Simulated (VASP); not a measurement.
# Ni2N (Pmmm) in VASP: reference runs

Reference runs on Ni2N: the cell as given.

All numbers are computed with VASP 6.6.1; they aren't measurements. Logs are shortened: lines on timing, memory, paths and dates and some standing lists are left out, and cuts for length are marked.

### Step 1. The crystal as given

Symmetry: Pmmm, No. 47, orthorhombic system. The conventional cell has a = 1.725 Å, b = 5.070 Å, c = 5.445 Å, α = 90.00°, β = 90.00°, γ = 90.00°. Ni (site symmetry mmm) has 2 Ni at 1.72 Å as nearest neighbours. Ni (site symmetry mmm) has 2 Ni at 1.72 Å as nearest neighbours. Around N (site symmetry mmm) lie 2 N at 1.72 Å.

The cell was built by a generator and needn't be a form met in nature.

### Step 2. Single point, PBE, collinear spin, ferromagnetic start

INCAR reads:

```
SYSTEM = Ni2N
PREC     = Accurate       ! precision mode
ENCUT    = 520            ! plane-wave cutoff, eV
EDIFF    = 1E-7           ! SCF threshold, eV
ISMEAR   = -1             ! smearing method
SIGMA    = 0.05           ! smearing width, eV
LREAL    = .FALSE.        ! projectors in reciprocal space
LASPH    = .TRUE.         ! aspherical terms in the spheres
NELM     = 100            ! most SCF steps
ALGO     = Normal         ! electronic algorithm
ISIF     = 2              ! what is computed and relaxed
LWAVE    = .FALSE.        ! write WAVECAR
LCHARG   = .FALSE.        ! write CHGCAR
ISPIN    = 2              ! spin polarisation
MAGMOM   = 1 1 0          ! initial moments
LORBIT   = 11             ! projections on sites
LMAXMIX  = 4              ! l up to which the mixer works
GGA      = PE             ! functional
NBANDS   = 24             ! bands
```

KPOINTS reads:

```
regular mesh
0
G
  15 5 5
  0 0 0
```

POSCAR reads:

```
Ni2N
1.0
    1.7248879500      0.0000000000      0.0000000000
    0.0000000000      5.0697101400      0.0000000000
    0.0000000000      0.0000000000      5.4451112700
Ni N
2 1
Direct
    0.0000000000      0.5000000000      0.5000000000
    0.0000000000      0.0000000000      0.0000000000
    0.0000000000      0.0000000000      0.5000000000
```

Potentials or basis: VASP PAW PBE potentials, release 64 (Ni, N).

Launch:

```bash
$ cat potpaw_PBE.64/Ni/POTCAR potpaw_PBE.64/N/POTCAR > POTCAR
$ mpirun -np 1 vasp_std > vasp.out
```

OUTCAR:

```text
SYSTEM = Ni2N
   PREC = Accurate
   ENCUT = 520
   EDIFF = 1E-7
   ISMEAR = -1
   LREAL = .FALSE.
   LASPH = .TRUE.
   NELM = 100
   ISIF = 2
   ISPIN = 2
   LORBIT = 11
   GGA = PE

 ion  position               nearest neighbor table
   1  0.000  0.500  0.500-
   2  0.000  0.000  0.000-
   3  0.000  0.000  0.500-

  LATTYP: Found a simple orthorhombic cell.
 ALAT       =     1.7248879500
 B/A-ratio  =     2.9391533172
 C/A-ratio  =     3.1567912977

  Lattice vectors:

 A1 = (   1.7248879500,   0.0000000000,   0.0000000000)
 A2 = (   0.0000000000,   5.0697101400,   0.0000000000)
 A3 = (   0.0000000000,   0.0000000000,   5.4451112700)

Analysis of symmetry for initial positions (statically):
=====================================================================
 Subroutine PRICEL returns:
 Original cell was already a primitive cell.

 Routine SETGRP: Setting up the symmetry group for a
 simple orthorhombic supercell.

 Subroutine GETGRP returns: Found  8 space group operations
 (whereof  8 operations were pure point group operations)
 out of a pool of  8 trial point group operations.

The static configuration has the point symmetry D_2h.

Analysis of symmetry for dynamics (positions and initial velocities):
=====================================================================
 Subroutine PRICEL returns:
 Original cell was already a primitive cell.

 Routine SETGRP: Setting up the symmetry group for a
 simple orthorhombic supercell.

 Subroutine GETGRP returns: Found  8 space group operations
 (whereof  8 operations were pure point group operations)
 out of a pool of  8 trial point group operations.

The dynamic configuration has the point symmetry D_2h.

Analysis of structural, dynamic, and magnetic symmetry:
=====================================================================
 Subroutine PRICEL returns:
 Original cell was already a primitive cell.

 Routine SETGRP: Setting up the symmetry group for a
 simple orthorhombic supercell.

 Subroutine GETGRP returns: Found  8 space group operations
 (whereof  8 operations were pure point group operations)
 out of a pool of  8 trial point group operations.

The overall configuration has the point symmetry D_2h.

 Subroutine INISYM returns: Found  8 space group operations
 (whereof  8 operations are pure point group operations),
 and found     1 'primitive' translations

----------------------------------------------------------------------------------------

                                     Primitive cell

  volume of cell :      47.6158

  direct lattice vectors                    reciprocal lattice vectors
     1.724887950  0.000000000  0.000000000     0.579747803  0.000000000  0.000000000
     0.000000000  5.069710140  0.000000000     0.000000000  0.197249936  0.000000000
     0.000000000  0.000000000  5.445111270     0.000000000  0.000000000  0.183650976

  length of vectors
     1.724887950  5.069710140  5.445111270     0.579747803  0.197249936  0.183650976

  position of ions in fractional coordinates (direct lattice)
     0.000000000  0.500000000  0.500000000
     0.000000000  0.000000000  0.000000000
     0.000000000  0.000000000  0.500000000

  ion indices of the primitive-cell ions
   primitive index   ion index
                 1           1
                 2           2
                 3           3

----------------------------------------------------------------------------------------

 KPOINTS: regular mesh

Automatic generation of k-mesh.
 Grid dimensions read from file:
 generate k-points for:   15    5    5

 Generating k-lattice:

  Cartesian coordinates                     Fractional coordinates (reciprocal lattice)
     0.038649854  0.000000000  0.000000000     0.066666667  0.000000000  0.000000000
     0.000000000  0.039449987  0.000000000     0.000000000  0.200000000  0.000000000
     0.000000000  0.000000000  0.036730195     0.000000000  0.000000000  0.200000000

  Length of vectors
     0.038649854  0.039449987  0.036730195

  Shift w.r.t. Gamma in fractional coordinates (k-lattice)
     0.000000000  0.000000000  0.000000000

 Subroutine IBZKPT returns following result:
 ===========================================

 Found     72 irreducible k-points:

 Following reciprocal coordinates:
            Coordinates               Weight
  0.000000  0.000000  0.000000      1.000000
  0.066667  0.000000  0.000000      2.000000
  0.133333  0.000000  0.000000      2.000000
  0.200000  0.000000  0.000000      2.000000
  0.266667  0.000000  0.000000      2.000000
  0.333333  0.000000  0.000000      2.000000
[... 16 lines left out ...]
  0.400000  0.400000  0.000000      4.000000
  0.466667  0.400000  0.000000      4.000000
 [... further k-points ...]
   k-points           NKPTS =     72   k-points in BZ     NKDIM =     72   number of bands    NBANDS=     24
   number of dos      NEDOS =    301   number of ions     NIONS =      3
   total plane-waves  NPLWV =  22400
   dimension x,y,z NGX =    14 NGY =   40 NGZ =   40
   dimension x,y,z NGXF=    28 NGYF=   80 NGZF=   80
   ions per type =               2   1
   NGX,Y,Z   is equivalent  to a cutoff of  13.49, 13.12, 12.21 a.u.
   NGXF,Y,Z  is equivalent  to a cutoff of  26.99, 26.23, 24.42 a.u.
 SYSTEM =  Ni2N
   PREC   = accura    normal or accurate (medium, high low for compatibility)
   ISTART =      0    job   : 0-new  1-cont  2-samecut
   ICHARG =      2    charge: 1-file 2-atom 10-const
   ISPIN  =      2    spin polarized calculation?
   LNONCOLLINEAR =      F non collinear calculations
   LSORBIT =      F    spin-orbit coupling
   LASPH  =      T    aspherical Exc in radial PAW
   ENCUT  =  520.0 eV  38.22 Ry    6.18 a.u.   3.21  9.43 10.12*2*pi/ulx,y,z
   NELM   =    100;   NELMIN=  2; NELMDL= -5     # of ELM steps
   EDIFF  = 0.1E-06   stopping-criterion for ELM
   LREAL  =      F    real-space projection
   EDIFFG = 0.1E-05   stopping-criterion for IOM
   NSW    =      0    number of steps for IOM
   IBRION =     -1    ionic relax: 0-MD 1-quasi-New 2-CG
   NFREE  =      0    steps in history (QN), initial steepest desc. (CG)
   ISIF   =      2    stress and relaxation
   ISYM   =      2    0-nonsym 1-usesym 2-fastsym
   POTIM  = 0.5000    time-step for ionic-motion
   TEBEG  =    0.0;   TEEND  =   0.0 temperature during run
   PSTRESS=    0.0 pullay stress
   NELECT =      25.0000    total number of electrons
   NUPDOWN=      -1.0000    fix difference up-down
   EMIN   =  10.00;   EMAX   =-10.00  energy-range for DOS
   EFERMI =   0.00;   METHOD = LEGACY
   ISMEAR =    -1;   SIGMA  =   0.05  broadening in eV -4-tet -1-fermi 0-gaus
   EFERMI_NEDOS =   21; number of points for ismear=-14 and -15
   IALGO  =     38    algorithm
   IMIX   =      4    mixing-type and parameters
     AMIX     =   0.40;   BMIX     =  1.00
     AMIX_MAG =   1.60;   BMIX_MAG =  1.00
  volume/ion in A,a.u.               =      15.87       107.11
  Fermi-wavevector in a.u.,A,eV,Ry     =   1.320701  2.495763 23.731985  1.744252
  Thomas-Fermi vector in A             =   2.450508
   LORBIT       =     11    0 simple, 1 ext, 2 COOP (PROOUT), +10 PAW based schemes
   GGA     = PE    functional components
   LHFCALC =     F    Hartree Fock is set to
   AEXX    =    0.0000 exact exchange contribution
   IVDW    =     0    specifies the selected vdW correction
   LEPSILON=     F    determine dielectric tensor
   LRPA    =     F    only Hartree local field effects (RPA)
 spin polarized calculation
  energy-cutoff  :      520.00
  volume of cell :       47.62
 maximum number of plane-waves:      1303
 NGX is ok and might be reduce to    14
   NGX =  7   NGY = 19   NGZ = 21

 number of electron      25.0000020 magnetization       0.0004615

 number of electron      25.0000020 magnetization      -0.0006068

 Free energy of the ion-electron system (eV)
  ---------------------------------------------------
  ext. energy  EPLUGINS =         0.00000000
  ---------------------------------------------------
  free energy    TOTEN  =        -8.19893636 eV

  energy without entropy =       -8.16621688  energy(sigma->0) =       -8.18257662

 E-fermi :   3.4146     XC(G=0):  -9.8185

 val. band max:        3.4142763115   @ k =   0.0667   0.4000   0.0000
 cond. band min:       3.4240805046   @ k =   0.3333   0.4000   0.4000
 fundamental gap:      0.0098041931
 Fermi energy:         3.4145652651

 spin component 1

 k-point     1 :       0.0000    0.0000    0.0000
  band No.  band energies     occupation
      1     -13.4684      1.00000
      2      -3.8481      1.00000
      3      -3.8154      1.00000
      4      -1.4432      1.00000
      5      -1.2123      1.00000
      6      -0.3248      1.00000
[... 16 lines left out ...]
     23      19.4064      0.00000
     24      21.7047      0.00000
[... 598 lines left out ...]
      2      -3.0663      1.00000
      3      -2.1451      1.00000
      4      -2.1051      1.00000
      5      -2.0976      1.00000
      6      -1.9847      1.00000
[... 16 lines left out ...]
     23      20.5003      0.00000
     24      21.2934      0.00000

 [... further k-points ...]

 spin component 2

 k-point     1 :       0.0000    0.0000    0.0000
  band No.  band energies     occupation
      1     -13.4684      1.00000
      2      -3.8490      1.00000
      3      -3.8149      1.00000
      4      -1.4433      1.00000
      5      -1.2121      1.00000
      6      -0.3248      1.00000
[... 16 lines left out ...]
     23      19.4065      0.00000
     24      21.7044      0.00000
[... 598 lines left out ...]
      2      -3.0664      1.00000
      3      -2.1450      1.00000
      4      -2.1063      1.00000
      5      -2.0966      1.00000
      6      -1.9859      1.00000
[... 16 lines left out ...]
     23      20.5003      0.00000
     24      21.2933      0.00000

 [... further k-points ...]
[... 5 lines left out ...]
  --------------------------------------------------------------------------------------
  -------------------------------------------------------------------------------------
  Total       33.5705412     -4.9514135     -3.3328178     -0.0000000      0.0000000      0.0000000
  in kB     1129.5830037   -166.6053734   -112.1427969     -0.0000000      0.0000000      0.0000000
  external PRESSURE =     283.6116111 kB  Pullay stress =       0.0000000 kB

 VOLUME and BASIS-vectors are now :
 -----------------------------------------------------------------------------
  energy-cutoff  :      520.00
  volume of cell :       47.62
      direct lattice vectors                 reciprocal lattice vectors
     1.724887950  0.000000000  0.000000000     0.579747803  0.000000000  0.000000000
     0.000000000  5.069710140  0.000000000     0.000000000  0.197249936  0.000000000
     0.000000000  0.000000000  5.445111270     0.000000000  0.000000000  0.183650976

 POSITION                                       TOTAL-FORCE (eV/Angst)
 -----------------------------------------------------------------------------------
      0.00000      2.53486      2.72256         0.000000      0.000000      0.000000
      0.00000      0.00000      0.00000         0.000000      0.000000      0.000000
      0.00000      0.00000      2.72256         0.000000      0.000000      0.000000
 -----------------------------------------------------------------------------------
    total drift:                               -0.000000     -0.000000     -0.000000

  FREE ENERGIE OF THE ION-ELECTRON SYSTEM (eV)
  ---------------------------------------------------
  free  energy   TOTEN  =        -8.1989363601 eV

  energy  without entropy=       -8.1662168773  energy(sigma->0) =       -8.18257662

 total charge

# of ion       s       p       d       tot
------------------------------------------
    1        0.568   0.400   8.669   9.636
    2        0.587   0.380   8.667   9.635
    3        1.367   2.002   0.000   3.368
--------------------------------------------------
tot          2.522   2.781  17.336  22.639

 magnetization (x)

# of ion       s       p       d       tot
------------------------------------------
    1       -0.000  -0.000  -0.001  -0.001
    2        0.000   0.000   0.001   0.001
    3       -0.000   0.000   0.000   0.000
--------------------------------------------------
tot          0.000   0.000  -0.001  -0.001
```

Wall time 4.6 min (1 thread of Intel Xeon Platinum 8488C (Sapphire Rapids), shared host); peak memory 0.25 GiB.

What came out:

```
Free energy                                           : -8.1989 eV
Pressure                                              : 28.4 GPa
Band gap on the k mesh                                : none (metal or under the smearing width)
Net moment                                            : 0.00 μB per cell
Valence electrons inside the program's atomic spheres : Ni 9.64, 9.63; N 3.37
```

Levels at points of the mesh, in eV from the Fermi level:
Spin up:
```csv
k point,band 9,band 10,band 11,band 12,band 13,band 14,band 15,band 16
"(0.00, 0.00, 0.00)",-2.10,-1.96,-0.91,0.58,0.65,0.67,0.69,2.54
```
Spin down:
| k point | band 8 | band 9 | band 10 | band 11 | band 12 | band 13 | band 14 | band 15 | band 16 | band 17 |
| --- | --- | --- | --- | --- | --- | --- | --- | --- | --- | --- |
| (0.00, 0.00, 0.00) | -2.16 | -2.10 | -1.96 | -0.91 | 0.58 | 0.65 | 0.67 | 0.69 | 2.54 | 2.83 |

Caveat: a pressure of tens of GPa on the cell as given is suspect, and the run, the potentials or the cell itself is likely at fault. With open d or f shells a metallic result of PBE can be an artefact of self-interaction; +U or a hybrid may open a gap.
